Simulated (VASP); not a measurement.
An input for Quantum ESPRESSO's pw.x (written as the equivalent of a VASP run, and not itself run):

```
&CONTROL
  calculation = 'vc-relax'
  pseudo_dir = './pseudo'
  outdir = './out'
  tprnfor = .true.
  tstress = .true.
  nstep = 40
  forc_conv_thr = 0.00078
/
&SYSTEM
  ibrav = 0
  nat = 2
  ntyp = 2
  ecutwfc = 84
  occupations = 'smearing'
  smearing = 'gaussian'
  degauss = 0.003675
  input_dft = 'pbe'
/
&ELECTRONS
  conv_thr = 7.3e-08
  electron_maxstep = 100
/
&IONS
/
&CELL
/
ATOMIC_SPECIES
  K 39.098 K.upf
  F 18.998 F.upf
CELL_PARAMETERS angstrom
     0.0000000    2.7103067    2.7103067
     2.7103067    0.0000000    2.7103067
     2.7103067    2.7103067    0.0000000
ATOMIC_POSITIONS crystal
  K    0.0000000  0.0000000  0.0000000
  F    0.5000000  0.5000000  0.5000000
K_POINTS automatic
  8 8 8 0 0 0
```

### Question
Write the VASP files for the same calculation (PBE).

### Answer
One answer among several that fit: 
File POSCAR:
```
KF
1
    0.0000000000     2.7103066905     2.7103066905
    2.7103066905     0.0000000000     2.7103066905
    2.7103066905     2.7103066905     0.0000000000
K F
1 1
Direct
  0.0000000000   0.0000000000   0.0000000000
  0.5000000000   0.5000000000   0.5000000000
```

KPOINTS:
```
Automatic
0
Gamma
 8 8 8
0 0 0
```

**INCAR**
```
# general
SYSTEM = KF
PREC   = Accurate
ENCUT  = 620   # plane-wave cut-off (eV)
LREAL  = .FALSE.
LASPH  = .TRUE.   # aspherical one-centre terms

# electronic loop
EDIFF  = 1E-6   # SCF stop (eV)
NELM   = 100
ALGO   = Normal   # blocked Davidson

# smearing
ISMEAR = 0   # Gaussian
SIGMA  = 0.05   # width (eV)

# functional
GGA    = PE

# ions
IBRION = 2
NSW    = 40   # most ionic steps
ISIF   = 3   # ions, shape and volume
EDIFFG = -0.02   # ionic stop

# output
LWAVE  = .FALSE.
LCHARG = .FALSE.
```

POTCAR, in this order: K_sv F (PBE.64 set). Program: vasp_std.

The two are equivalent in intent, not identical: the potentials are each code's own (VASP's PAW set, PseudoDojo norm-conserving files in pw.x), so ENCUT and ecutwfc are chosen apart and not converted; conv_thr bounds pw.x's estimated SCF error, while EDIFF bounds the energy change between steps; forc_conv_thr acts on force components and is met together with etot_conv_thr.

The compound is KF in the rock salt structure. It was relaxed first.
